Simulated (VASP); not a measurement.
Calculation: PBEsol GGA, VASP's PBE PAW potentials (set 64) (plane waves; VASP 6.6.1).

A VASP calculation is set up with these files.

POSCAR:
```
In4AsSb3
1
   -0.0050577837     6.4309362332     6.4375152864
    6.4309362332    -0.0050577837     6.4375152864
    3.2129392247     3.2129392247     0.0000000000
In Sb As
4 3 1
Direct
  0.9990744823   0.9990744823   0.0018510353
  0.9853457928   0.5057240639   0.0089301432
  0.5057240639   0.9853457928   0.0089301432
  0.5091877473   0.5091877473   0.9816245054
  0.1258830567   0.1258830567   0.2482338867
  0.1260377005   0.6239022340   0.2500600655
  0.6239022340   0.1260377005   0.2500600655
  0.6248449225   0.6248449225   0.2503101551
```

KPOINTS:
```
Automatic mesh
0
Gamma
4 4 8
0 0 0
```

INCAR:
```
ALGO = Normal
EDIFF = 1E-6
EDIFFG = -0.02
ENCUT = 400
GGA = PS
IBRION = 2
ISIF = 3
ISMEAR = 1
LASPH = .TRUE.
LCHARG = .FALSE.
LMAXMIX = 4
LREAL = .FALSE.
LWAVE = .FALSE.
NELM = 100
NSW = 60
PREC = Accurate
SIGMA = 0.1
SYSTEM = In4AsSb3
```

POTCAR, in this order: In_d Sb As (PBE.64 set). Program: vasp_std.

Output of the run:

**OSZICAR**
```
       N       E                     dE             d eps       ncg     rms          rms(c)
DAV:   1     0.604765847587E+03    0.60477E+03   -0.26731E+04  2838   0.143E+03
DAV:   2     0.372638979289E+02   -0.56750E+03   -0.55850E+03  2975   0.392E+02
DAV:   3    -0.288277595264E+02   -0.66092E+02   -0.64680E+02  3349   0.163E+02
DAV:   4    -0.319910957158E+02   -0.31633E+01   -0.31506E+01  3393   0.385E+01
DAV:   5    -0.321438528788E+02   -0.15276E+00   -0.15273E+00  4464   0.745E+00    0.811E+00
DAV:   6    -0.315229517080E+02    0.62090E+00   -0.12672E+00  3734   0.122E+01    0.455E+00
DAV:   7    -0.314409811109E+02    0.81971E-01   -0.62419E-01  3931   0.487E+00    0.118E+00
DAV:   8    -0.314334788369E+02    0.75023E-02   -0.81525E-02  3838   0.274E+00    0.593E-01
DAV:   9    -0.314345483087E+02   -0.10695E-02   -0.96586E-03  3731   0.792E-01    0.309E-01
DAV:  10    -0.314350714418E+02   -0.52313E-03   -0.14773E-03  3887   0.234E-01    0.154E-01
DAV:  11    -0.314351954761E+02   -0.12403E-03   -0.35155E-04  3372   0.140E-01    0.290E-02
DAV:  12    -0.314351882418E+02    0.72343E-05   -0.58540E-05  3841   0.698E-02    0.308E-02
DAV:  13    -0.314351952584E+02   -0.70165E-05   -0.20508E-05  2522   0.181E-02    0.849E-03
DAV:  14    -0.314351969687E+02   -0.17104E-05   -0.36474E-06  2572   0.185E-02    0.426E-03
DAV:  15    -0.314351969649E+02    0.38726E-08   -0.18077E-06  2195   0.121E-02
   1 F= -.31435197E+02 E0= -.31435229E+02  d E =-.314352E+02
       N       E                     dE             d eps       ncg     rms          rms(c)
DAV:   1    -0.315267532486E+02   -0.91556E-01   -0.24846E+00  3754   0.185E+01    0.193E+00
DAV:   2    -0.314504524452E+02    0.76301E-01   -0.21360E-01  3736   0.605E+00    0.674E-01
DAV:   3    -0.314384089689E+02    0.12043E-01   -0.45121E-02  4020   0.247E+00    0.346E-01
DAV:   4    -0.314383744135E+02    0.34555E-04   -0.18170E-03  3156   0.261E-01    0.309E-01
DAV:   5    -0.314381117333E+02    0.26268E-03   -0.31710E-04  4030   0.963E-02    0.167E-01
DAV:   6    -0.314380409069E+02    0.70826E-04   -0.19005E-04  3497   0.605E-02    0.601E-02
DAV:   7    -0.314380426782E+02   -0.17712E-05   -0.21436E-05  3758   0.499E-02    0.242E-02
DAV:   8    -0.314380432985E+02   -0.62037E-06   -0.38345E-06  2710   0.128E-02
   2 F= -.31438043E+02 E0= -.31438036E+02  d E =-.284633E-02
       N       E                     dE             d eps       ncg     rms          rms(c)
DAV:   1    -0.314427158304E+02   -0.46732E-02   -0.12523E-01  3755   0.424E+00    0.422E-01
DAV:   2    -0.314389953520E+02    0.37205E-02   -0.10200E-02  3725   0.131E+00    0.152E-01
DAV:   3    -0.314383712743E+02    0.62408E-03   -0.23354E-03  4020   0.568E-01    0.730E-02
DAV:   4    -0.314383656899E+02    0.55844E-05   -0.91557E-05  3171   0.596E-02    0.647E-02
DAV:   5    -0.314383454537E+02    0.20236E-04   -0.14335E-05  3486   0.197E-02    0.355E-02
DAV:   6    -0.314383335407E+02    0.11913E-04   -0.86334E-06  2567   0.139E-02    0.121E-02
DAV:   7    -0.314383333772E+02    0.16345E-06   -0.10672E-06  1707   0.130E-02
   3 F= -.31438333E+02 E0= -.31438334E+02  d E =-.313641E-02
       N       E                     dE             d eps       ncg     rms          rms(c)
DAV:   1    -0.314384066753E+02   -0.73135E-04   -0.21053E-03  3774   0.546E-01    0.538E-02
DAV:   2    -0.314383449252E+02    0.61750E-04   -0.17424E-04  3731   0.172E-01    0.193E-02
DAV:   3    -0.314383337675E+02    0.11158E-04   -0.38922E-05  3574   0.732E-02    0.104E-02
DAV:   4    -0.314383333859E+02    0.38158E-06   -0.14544E-06  1867   0.789E-03
   4 F= -.31438333E+02 E0= -.31438335E+02  d E =-.313642E-02
       N       E                     dE             d eps       ncg     rms          rms(c)
DAV:   1    -0.314383495685E+02   -0.15801E-04   -0.39398E-02  3306   0.841E-01    0.688E-02
DAV:   2    -0.314384810981E+02   -0.13153E-03   -0.14879E-03  4179   0.259E-01    0.284E-02
DAV:   3    -0.314384731728E+02    0.79253E-05   -0.23295E-05  3996   0.529E-02    0.204E-02
DAV:   4    -0.314384687884E+02    0.43844E-05   -0.12888E-05  3564   0.414E-02    0.675E-03
DAV:   5    -0.314384683312E+02    0.45727E-06   -0.25005E-06  2261   0.139E-02
   5 F= -.31438468E+02 E0= -.31438462E+02  d E =-.134945E-03
       N       E                     dE             d eps       ncg     rms          rms(c)
DAV:   1    -0.314383596141E+02    0.10917E-03   -0.55995E-02  3306   0.100E+00    0.813E-02
DAV:   2    -0.314385490699E+02   -0.18946E-03   -0.21327E-03  4187   0.308E-01    0.349E-02
DAV:   3    -0.314385378421E+02    0.11228E-04   -0.32988E-05  3988   0.628E-02    0.252E-02
DAV:   4    -0.314385316869E+02    0.61552E-05   -0.18603E-05  3812   0.497E-02    0.848E-03
DAV:   5    -0.314385312554E+02    0.43152E-06   -0.39033E-06  2800   0.167E-02
   6 F= -.31438531E+02 E0= -.31438517E+02  d E =-.197870E-03
```

File OUTCAR:
```
------------------------ aborting loop because EDIFF is reached ----------------------------------------
  FORCE on cell =-STRESS in cart. coord.  units (eV):
  Direction    XX          YY          ZZ          XY          YZ          ZX
  --------------------------------------------------------------------------------------
  Total       -0.0031489     -0.0031489     -0.0182409      0.0184418     -0.0000000     -0.0000000
  in kB       -0.0191116     -0.0191116     -0.1107085      0.1119276     -0.0000000     -0.0000000
  external PRESSURE =      -0.0496439 kB  Pullay stress =       0.0000000 kB
  volume of cell :      263.98
      direct lattice vectors                 reciprocal lattice vectors
    -0.003407617  6.413825618  6.417146550    -0.077915198  0.077915198  0.077916251
     6.413825618 -0.003407617  6.417146550     0.077915198 -0.077915198  0.077916251
     3.205209000  3.205209000 -0.000000000     0.155996068  0.155996068 -0.155832502
 POSITION                                       TOTAL-FORCE (eV/Angst)
 -----------------------------------------------------------------------------------
      6.41042      6.41042     12.82592         0.000000      0.000000      0.002728
      3.26625      6.34937      9.57093        -0.000197      0.000197      0.002070
      6.34937      3.26625      9.57093         0.000197     -0.000197      0.002070
      6.41042      6.41042      6.52941        -0.000000     -0.000000     -0.002473
      1.60260      1.60260      1.61473        -0.000000     -0.000000     -0.001457
      4.80174      1.60868      4.81214         0.005774     -0.005774     -0.000537
      1.60868      4.80174      4.81214        -0.005774      0.005774     -0.000537
      4.80781      4.80781      8.01813        -0.000000     -0.000000     -0.001866
 -----------------------------------------------------------------------------------
    total drift:                                0.000001      0.000001     -0.000118
  FREE ENERGIE OF THE ION-ELECTRON SYSTEM (eV)
  ---------------------------------------------------
  free  energy   TOTEN  =       -31.4385312554 eV

  energy  without entropy=      -31.4384886067  energy(sigma->0) =      -31.43851704

 reached required accuracy - stopping structural energy minimisation
```
(Selected blocks of OUTCAR.)

### CONTCAR
```
In4AsSb3
   1.00000000000000
    -0.0034076167670522    6.4138256177385875    6.4171465495757420
     6.4138256177385875   -0.0034076167670522    6.4171465495757420
     3.2052090004360458    3.2052090004360458   -0.0000000000001580
  In              Sb              As
     4     3     1
Direct
     0.9993474199836920    0.9993474199836920    0.0013051599326214
     0.9859526574004145    0.5055087070881226    0.0085386354114538
     0.5055087070881226    0.9859526574004145    0.0085386354114538
     0.5087470567524044    0.5087470567524044    0.9825058864951840
     0.1258140787880093    0.1258140787880093    0.2483718425239761
     0.1261552550065099    0.6237321842892676    0.2501125607042224
     0.6237321842892676    0.1261552550065099    0.2501125607042224
     0.6247426406915723    0.6247426406915723    0.2505147187168642
```

The structure was generated: In4AsSb3 was put into an ordered model structure (Amm2), which need not be its known phase. This run relaxes it. Symmetry was kept, so distortions that lower it aren't found. The start is the result of an earlier pass.
